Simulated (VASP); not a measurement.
Output of a VASP run:

### OUTCAR
```
 ion  position               nearest neighbor table
   1  0.500  1.000  1.000-   2 2.37  60 2.38  29 2.38  44 2.38
   2  0.625  0.125  0.125-  17 2.36   5 2.36   3 2.37   1 2.37
   3  0.750  0.250  0.000-   4 2.37  46 2.37   2 2.37  25 2.37
   4  0.875  0.375  0.125-  18 2.36   3 2.37  30 2.37  26 2.37
   5  0.750  1.000  0.250-   6 2.36   2 2.36  35 2.37  14 2.37
   6  0.875  0.125  0.375-  22 2.36   5 2.36  30 2.36  36 2.37
   7  1.000  0.000  0.000-  25 2.37   8 2.37  14 2.37  62 2.37
   8  0.126  0.125  0.125-  15 2.37   9 2.37   7 2.37  30 2.37
   9  0.251  0.251  0.001-  56 2.37   8 2.37  44 2.37  10 2.37
  10  0.378  0.374  0.127-  17 2.36  11 2.36   9 2.37  32 2.38
  11  0.500  0.500  0.001-  12 2.36  10 2.36  46 2.37  58 2.37
  12  0.626  0.622  0.127-  18 2.35  11 2.36  13 2.38  34 2.38
  13  0.749  0.749  0.001-  60 2.37  14 2.37  48 2.37  12 2.38
  14  0.875  0.874  0.125-  49 2.37  13 2.37   7 2.37   5 2.37
  15  0.250  0.001  0.251-   8 2.37  50 2.37  29 2.37  16 2.38
  16  0.378  0.127  0.374-  17 2.35  20 2.36  15 2.38  38 2.38
  17  0.504  0.251  0.251-  16 2.35  10 2.36   2 2.36
  18  0.749  0.496  0.251-  12 2.35  19 2.35   4 2.36
  19  0.873  0.622  0.374-  18 2.35  51 2.36  49 2.38  41 2.38
  20  0.500  0.001  0.500-  21 2.36  16 2.36  35 2.37  54 2.37
  21  0.626  0.127  0.623-  22 2.35  20 2.36  24 2.38  45 2.38
  22  0.750  0.250  0.497-  23 2.35  21 2.35   6 2.36
  23  0.873  0.374  0.623-  22 2.35  51 2.36  55 2.37  47 2.38
  24  0.749  0.001  0.750-  60 2.37  25 2.37  42 2.37  21 2.38
  25  0.875  0.125  0.874-  55 2.37  24 2.37   7 2.37   3 2.37
  26  1.000  0.500  1.000-   4 2.37  48 2.38  56 2.38  27 2.38
  27  0.126  0.624  0.127-  28 2.37  49 2.37  26 2.38  32 2.38
  28  0.249  0.750  0.002-  29 2.37  27 2.37  62 2.37  58 2.37
  29  0.376  0.874  0.127-  28 2.37  15 2.37   1 2.38  34 2.38
  30  1.000  0.250  0.250-   6 2.36   4 2.37  31 2.37   8 2.37
  31  0.125  0.375  0.375-  38 2.36  32 2.36  30 2.37  51 2.37
  32  0.252  0.499  0.253-  31 2.36  10 2.38  33 2.38  27 2.38
  33  0.377  0.623  0.381-  63 2.31  53 2.38  34 2.38  32 2.38
  34  0.501  0.748  0.253-  35 2.36  12 2.38  33 2.38  29 2.38
  35  0.625  0.875  0.375-  34 2.36  41 2.36   5 2.37  20 2.37
  36  1.000  1.000  0.500-   6 2.37  42 2.38  50 2.38  37 2.38
  37  0.126  0.126  0.624-  43 2.37  55 2.37  36 2.38  38 2.38
  38  0.252  0.252  0.499-  31 2.36  16 2.38  39 2.38  37 2.38
  39  0.377  0.381  0.623-  63 2.31  57 2.38  45 2.38  38 2.38
  40  0.619  0.623  0.623-  63 2.31  59 2.38  47 2.38  41 2.38
  41  0.747  0.748  0.499-  35 2.36  19 2.38  40 2.38  42 2.39
  42  0.873  0.874  0.624-  61 2.37  24 2.37  36 2.38  41 2.39
  43  0.249  0.002  0.751-  37 2.37  44 2.37  62 2.37  54 2.37
  44  0.376  0.127  0.874-  43 2.37   9 2.37   1 2.38  45 2.38
  45  0.501  0.253  0.748-  46 2.36  21 2.38  39 2.38  44 2.38
  46  0.625  0.375  0.875-  45 2.36  47 2.36   3 2.37  11 2.37
  47  0.747  0.499  0.748-  46 2.36  23 2.38  40 2.38  48 2.38
  48  0.873  0.624  0.874-  61 2.37  13 2.37  26 2.38  47 2.38
  49  0.999  0.749  0.251-  50 2.37  14 2.37  27 2.37  19 2.38
  50  0.126  0.874  0.374-  15 2.37  49 2.37  53 2.37  36 2.38
  51  0.999  0.500  0.500-  19 2.36  23 2.36  31 2.37  52 2.37
  52  0.123  0.625  0.625-  57 2.36  53 2.36  51 2.37  61 2.37
  53  0.249  0.751  0.502-  54 2.36  52 2.36  50 2.37  33 2.38
  54  0.375  0.876  0.625-  53 2.36  59 2.36  20 2.37  43 2.37
  55  0.999  0.251  0.750-  56 2.37  25 2.37  37 2.37  23 2.37
  56  0.126  0.374  0.875-  55 2.37   9 2.37  57 2.37  26 2.38
  57  0.249  0.502  0.751-  58 2.36  52 2.36  56 2.37  39 2.38
  58  0.375  0.625  0.877-  57 2.36  59 2.36  11 2.37  28 2.37
  59  0.498  0.751  0.751-  54 2.36  58 2.36  60 2.37  40 2.38
  60  0.626  0.874  0.875-  13 2.37  24 2.37  59 2.37   1 2.38
  61  0.998  0.750  0.751-  42 2.37  48 2.37  62 2.37  52 2.37
  62  0.125  0.875  0.875-  61 2.37  28 2.37  43 2.37   7 2.37
  63  0.501  0.499  0.499-  33 2.31  39 2.31  40 2.31
 Subroutine IBZKPT returns following result:
 Found      1 irreducible k-points:

 Following reciprocal coordinates:
            Coordinates               Weight
  0.000000  0.000000  0.000000      1.000000
   k-points           NKPTS =      1   k-points in BZ     NKDIM =      1   number of bands    NBANDS=    160
   number of dos      NEDOS =    301   number of ions     NIONS =     63
   total plane-waves  NPLWV = 157464
   dimension x,y,z NGX =    54 NGY =   54 NGZ =   54
   dimension x,y,z NGXF=   108 NGYF=  108 NGZF=  108
   ions per type =              62   1
   PREC   = normal    normal or accurate (medium, high low for compatibility)
   ISTART =      1    job   : 0-new  1-cont  2-samecut
   ICHARG =      0    charge: 1-file 2-atom 10-const
   ISPIN  =      2    spin polarized calculation?
...
```

File OSZICAR:
```
       N       E                     dE             d eps       ncg     rms          rms(c)
DAV:   1    -0.332673772489E+03   -0.33267E+03   -0.73427E-06   768   0.585E-03    0.200E-03
RMM:   2    -0.332673772432E+03    0.56854E-07   -0.74640E-07   381   0.168E-03    0.909E-04
RMM:   3    -0.332673772432E+03   -0.40382E-09   -0.22829E-07   390   0.871E-04    0.577E-04
RMM:   4    -0.332673772437E+03   -0.51841E-08   -0.26204E-08   176   0.507E-04
   1 F= -.33267377E+03 E0= -.33267370E+03  d E =-.138403E-03  mag=     3.0000
```

**OUTCAR**
```
------------------------ aborting loop because EDIFF is reached ----------------------------------------
  FORCE on cell =-STRESS in cart. coord.  units (eV):
  Direction    XX          YY          ZZ          XY          YZ          ZX
  --------------------------------------------------------------------------------------
  Total        0.9376130      0.9375012      0.9383324     -0.7957075      0.7268879     -0.7245808
  in kB        1.1482347      1.1480978      1.1491157     -0.9744521      0.8901731     -0.8873478
  external PRESSURE =       1.1484827 kB  Pullay stress =       0.0000000 kB
  volume of cell :     1308.29
      direct lattice vectors                 reciprocal lattice vectors
    10.937074700  0.000000000  0.000000000     0.091432127  0.000000000  0.000000000
     0.000000000 10.937074700  0.000000000     0.000000000  0.091432127  0.000000000
     0.000000000  0.000000000 10.937074700     0.000000000  0.000000000  0.091432127
 POSITION                                       TOTAL-FORCE (eV/Angst)
 -----------------------------------------------------------------------------------
      5.47099     10.93538     10.93656        -0.000734     -0.005811     -0.001743
      6.83899      1.36746      1.36899         0.008759      0.004320     -0.004345
      8.20165      2.73369      0.00067         0.007495     -0.007515      0.006042
      9.56708      4.09656      1.36915         0.005357     -0.013276     -0.002463
      8.20159     10.93699      2.73456         0.003462     -0.002535     -0.004224
      9.56849      1.36673      4.09639        -0.001027      0.002373     -0.001649
     10.93508      0.00115      0.00110         0.004836     -0.014133     -0.006084
      1.37486      1.36444      1.36645         0.005388      0.004358      0.001862
      2.74226      2.74417      0.01320        -0.001537     -0.001072     -0.005822
      4.13231      4.08974      1.39042         0.017847      0.000278      0.011770
      5.47247      5.46389      0.01018        -0.006967      0.001425      0.000190
      6.84688      6.80411      1.38911        -0.004055     -0.005994      0.011937
      8.19256      8.19499      0.01217        -0.001154     -0.003299      0.001495
      9.57137      9.56139      1.36691        -0.002422     -0.007460      0.003059
      2.73971      0.00770      2.74409         0.009521      0.002126      0.008698
      4.13092      1.38667      4.08962        -0.001089      0.007541      0.007544
      5.50877      2.74322      2.74666         0.021108     -0.003334     -0.010365
      8.19097      5.42719      2.74511         0.006802     -0.027733     -0.004970
      9.54861      6.80350      4.08910        -0.017893     -0.007064      0.009673
      5.47208      0.00908      5.46514        -0.006412     -0.000236      0.000287
      6.84639      1.38517      6.80837        -0.009565      0.016157      0.000016
      8.19910      2.73783      5.43866        -0.001058     -0.000632     -0.026800
      9.55222      4.08851      6.80933        -0.012985      0.012664     -0.007481
      8.19202      0.00710      8.19800        -0.002715     -0.000312     -0.006649
      9.57024      1.36496      9.56186        -0.001709     -0.001190     -0.003996
     10.93577      5.46643     10.93601        -0.001131     -0.015361      0.005339
      1.37301      6.82689      1.38514         0.000146     -0.003103      0.002234
      2.72831      8.20735      0.01830        -0.016447      0.011078     -0.005888
      4.10954      9.56105      1.38529         0.000495      0.009811      0.004037
     10.93589      2.73368      2.73465        -0.000390      0.000185     -0.007393
      1.36496      4.09877      4.10123        -0.005045      0.003754     -0.010209
      2.75624      5.45673      2.76247         0.005030      0.009073      0.003603
      4.12408      6.81058      4.16805        -0.008963      0.010395     -0.008684
      5.47854      8.17832      2.76333        -0.004220     -0.006869     -0.004542
      6.83585      9.57080      4.10090         0.008717      0.001026     -0.003685
     10.93564     10.93477      5.46644         0.005818     -0.006455     -0.010113
      1.37273      1.38335      6.82828         0.002415      0.003564      0.000086
      2.75607      2.76045      5.45808         0.016817     -0.003072      0.008676
      4.12438      4.16648      6.81144        -0.014351     -0.007326      0.006834
      6.76821      6.80951      6.81160         0.005842      0.008937      0.005194
      8.17327      8.17690      5.45781         0.009671     -0.001282      0.001648
      9.55047      9.56066      6.82786        -0.002349      0.003402     -0.001523
      2.72836      0.01693      8.20901        -0.013896     -0.004961      0.012014
      4.10881      1.38478      9.56362        -0.002355      0.001425      0.004559
      5.47759      2.76229      8.17994        -0.001967     -0.005767     -0.007258
      6.83615      4.09905      9.57175         0.003102      0.005998     -0.000731
      8.17365      5.45712      8.17914         0.005202     -0.001459     -0.000157
      9.55003      6.82745      9.56271        -0.000222     -0.002164      0.001291
     10.92676      8.19507      2.74474        -0.000532     -0.000742      0.006725
      1.37393      9.56107      4.09380         0.001781      0.001578      0.001759
     10.92707      5.46375      5.46502        -0.000027      0.003384      0.001681
      1.35052      6.83633      6.83814        -0.009653      0.009562      0.004898
      2.72576      8.21104      5.49210         0.002909     -0.011185      0.002150
      4.10053      9.58463      6.83850        -0.006114      0.012490      0.006660
     10.92932      2.74308      8.19955        -0.000410      0.005196     -0.006566
      1.37516      4.09262      9.56578         0.003542     -0.003835     -0.003215
...
```
(Selected blocks of OUTCAR.)

### POSCAR
```
PSi62
1
   10.9370747000     0.0000000000     0.0000000000
    0.0000000000    10.9370747000     0.0000000000
    0.0000000000     0.0000000000    10.9370747000
Si P
62 1
Direct
  0.5002246529   0.9998449292   0.9999531578
  0.6253037378   0.1250298287   0.1251693490
  0.7498939162   0.2499467938   0.0000611657
  0.8747388337   0.3745569091   0.1251839520
  0.7498883592   0.9999920119   0.2500262030
  0.8748669587   0.1249632146   0.3745417219
  0.9998174189   0.0001049905   0.0001003667
  0.1257061677   0.1247538209   0.1249371308
  0.2507309075   0.2509056939   0.0012065777
  0.3778259905   0.3739334858   0.1271289623
  0.5003592475   0.4995749464   0.0009308928
  0.6260248215   0.6221137952   0.1270089819
  0.7490627430   0.7492854597   0.0011125918
  0.8751307286   0.8742180480   0.1249795062
  0.2504979244   0.0007037607   0.2508980924
  0.3776992420   0.1267863982   0.3739227810
  0.5036785756   0.2508187134   0.2511333523
  0.7489175161   0.4962197530   0.2509916419
  0.8730497246   0.6220584163   0.3738747335
  0.5003234656   0.0008306558   0.4996897864
  0.6259795752   0.1266493558   0.6225034429
  0.7496613518   0.2503258760   0.4972679523
  0.8733795717   0.3738213492   0.6225912295
  0.7490136666   0.0006489548   0.7495603943
  0.8750278185   0.1248011913   0.8742613462
  0.9998805983   0.4998073714   0.9999029710
  0.1255376015   0.6241973856   0.1266460189
  0.2494548901   0.7504158246   0.0016736167
  0.3757443146   0.8741873590   0.1266601828
  0.9998918699   0.2499459862   0.2500347405
  0.1248015070   0.3747589364   0.3749842903
  0.2520089277   0.4989208570   0.2525786905
  0.3770734808   0.6227054488   0.3810933668
  0.5009146226   0.7477611358   0.2526571456
  0.6250161661   0.8750789394   0.3749540509
  0.9998684794   0.9997892281   0.4998079191
  0.1255113871   0.1264821966   0.6243242408
  0.2519929996   0.2523941318   0.4990435598
  0.3771003876   0.3809500397   0.6227840471
  0.6188318801   0.6226078337   0.6227993147
  0.7472990239   0.7476310715   0.4990188307
  0.8732199242   0.8741511171   0.6242861815
  0.2494600166   0.0015479204   0.7505674738
  0.3756769734   0.1266131530   0.8744218203
  0.5008278412   0.2525618548   0.7479097380
  0.6250434834   0.3747846144   0.8751657076
  0.7473343211   0.4989559533   0.7478359969
  0.8731791766   0.6242481870   0.8743386757
  0.9990573402   0.7492922729   0.2509576742
  0.1256211053   0.8741892979   0.3743049461
  0.9990851054   0.4995621338   0.4996788541
  0.1234808756   0.6250605505   0.6252254842
  0.2492218247   0.7507524701   0.5021547174
  0.3749203062   0.8763427778   0.6252590534
  0.9992906720   0.2508052371   0.7497023717
  0.1257338615   0.3741970783   0.8746200323
  0.2491330677   0.5019493959   0.7508421591
  0.3747539449   0.6249846446   0.8765083177
  0.4979553692   0.7505872204   0.7508632288
  0.6257478149   0.8741181250   0.8745347141
  0.9983074928   0.7504828105   0.7506035163
  0.1250971505   0.8747955490   0.8749411122
  0.5010032806   0.4987135384   0.4988029261
```

Question: Reconstruct the remaining input files.

Answer: This is not unique; one that fits is the input of the run itself, PBE GGA, plane waves, VASP's PBE PAW potentials (set 64).

### KPOINTS
```
Regular mesh
0
gamma
 1 1 1
```

### INCAR
```
LWAVE=T
PREC=Normal
NELM=100   # most electronic steps
LHYPERFINE=T
LREAL=Auto   # projection in real space or not
NUPDOWN=3
LCHARG=F
ALGO=Fast   # Davidson, then RMM-DIIS
SYSTEM=PSi62
ISYM=0
GGA=PE   # PBE
NELMIN=4
ENCUT=400
MAGMOM=63*0.0476
SIGMA=0.05   # width (eV)
ISMEAR=0   # Gaussian
LORBIT=11
EDIFF=1E-6   # SCF stop (eV)
LASPH=T
ISPIN=2   # spin-polarised
```

POTCAR, in this order: Si P (PBE.64 set). Program: vasp_gam. Read from the step before: WAVECAR.

The supercell is sampled at Γ alone, which is coarse: total energies, pressure and levels can be off, energies of defects by several tenths of an eV.

The cell is a supercell with a defect, built from Si (diamond): P_Si-vac_Si.
